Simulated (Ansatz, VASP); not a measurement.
# VSe2: VASP beside Ansatz

The input INCAR:

```
SYSTEM = VSe2
PREC = Accurate ; ENCUT = 520
EDIFF = 1E-6 ; ISMEAR = 0
SIGMA = 0.05 ; LREAL = .FALSE.
LASPH = .TRUE. ; NELM = 150
ALGO = Normal ; ISIF = 2
LWAVE = .FALSE. ; LCHARG = .TRUE.
ISPIN = 2 ; MAGMOM = 2.14 -0.24 -0.24
LORBIT = 11 ; LMAXMIX = 4
LDAU = .TRUE. ; LDAUTYPE = 2
LDAUL = 2 -1 ; LDAUU = 7 0
LDAUJ = 0 0 ; LDAUPRINT = 1
LELF = .TRUE. ; LVHAR = .TRUE.
NBANDS = 24
```

Contents of KPOINTS:

```
regular mesh
0
G
  7 7 3
  0 0 0
```

Contents of POSCAR:

```
VSe2
1.0
    3.3550015500      0.0000000000      0.0000000000
   -1.6775007700      2.9055165700      0.0000000000
    0.0000000000      0.0000000000      6.1339990500
V Se
1 2
Direct
    0.0000000000      0.0000000000      0.0000000000
    0.3333333333      0.6666666667      0.2500000000
    0.6666666667      0.3333333333      0.7500000000
```

Input for Ansatz:

```yaml
crystal:
  lattice:
    - [3.35500155, 0.0, 0.0]
    - [-1.67750077, 2.90551657, 0.0]
    - [0.0, 0.0, 6.13399905]
  atoms:
    - { symbol: V, position: [0.0, 0.0, 0.0], spin: 1.0 }
    - { symbol: Se, position: [0.3333333333, 0.6666666667, 0.25] }
    - { symbol: Se, position: [0.6666666667, 0.3333333333, 0.75] }
basis:
  ecutwfc: 420
  ecutrho_ratio: 4
kpoints:
  mp_grid: { grid: [7, 7, 3] }
hamiltonian:
  xc: lda
  hubbard:
    sites:
      - { site: 0, l: d, u_eff: 7.0, starting_ns: [{ spin: up, occupation_matrix: s0up }, { spin: down, occupation_matrix: s0down }] }
    occupation_matrices:
      s0up:
        matrix:
          - [0.02, 0.0, 0.0, 0.0, 0.0]
          - [0.0, 0.02, 0.0, 0.0, 0.0]
          - [0.0, 0.0, 0.97, 0.0, 0.0]
          - [0.0, 0.0, 0.0, 0.02, 0.0]
          - [0.0, 0.0, 0.0, 0.0, 0.02]
      s0down:
        matrix:
          - [0.02, 0.0, 0.0, 0.0, 0.0]
          - [0.0, 0.02, 0.0, 0.0, 0.0]
          - [0.0, 0.0, 0.02, 0.0, 0.0]
          - [0.0, 0.0, 0.0, 0.02, 0.0]
          - [0.0, 0.0, 0.0, 0.0, 0.02]
    ns_hold: { iters: 12 }
scf:
  occupations: { method: gaussian, width: 0.05 }
  lower_state_search: "off"
  max_iter: 150
output:
  forces: true
  stress: true
  eigenvalues: true
  populations: true
  hubbard: { sites: [{ site: 0, l: d }] }
magnetization:
  spin_polarized: true
```

Alike in both runs: task single point; functional LDA; k mesh 7 × 7 × 3; occupations gaussian, width 0.05 eV; collinear spin; Hubbard terms V d U = 7.0 eV.

|  | VASP | Ansatz |
| --- | --- | --- |
| version | VASP 6.6.1 | Ansatz 0.2.0 |
| potentials or method | VASP PAW LDA potentials, release 64 (V_sv, Se) | scalar-relativistic, plane waves, PAW |
| plane-wave cutoff (eV) | 520 | 420 |
| valence electrons in the cell | 25 | 45 |

VASP gave:

| Quantity | Value |
| --- | --- |
| gap on the k mesh at the Fermi level (eV) | none |
| pressure (GPa) | 6.3 |
| largest component of the traceless stress (GPa) | 3.34 |
| rms of the force components (eV/Å) | 0.173 |
| net moment per atom (μB) | 0.36 |
| size of the moment on the site where the two differ most (μB) | 1.43 |

What did Ansatz give for the same quantities?

gap on the k mesh at the Fermi level (eV): none; pressure (GPa): 8.7; largest component of the traceless stress (GPa): 1.89; rms of the force components (eV/Å): 0.482; net moment per atom (μB): 0.53; size of the moment on the site where the two differ most (μB): 1.95.

The net moments differ so much that the two runs ended in different magnetic states, which moves the other rows too. Site moments also hang on the region over which each program counts them. The programs project onto different local orbitals, so the same U acts differently. Atom by atom the forces differ by 0.309 eV/Å (rms over components). A gap of «none» marks a metal or a gap that the smearing closes. The two sets of potentials don't hold the same shells in valence. Ansatz warned: «filled_band_counts_differ_across_k_points».

The state reached can hang on the start; a lower one may exist.
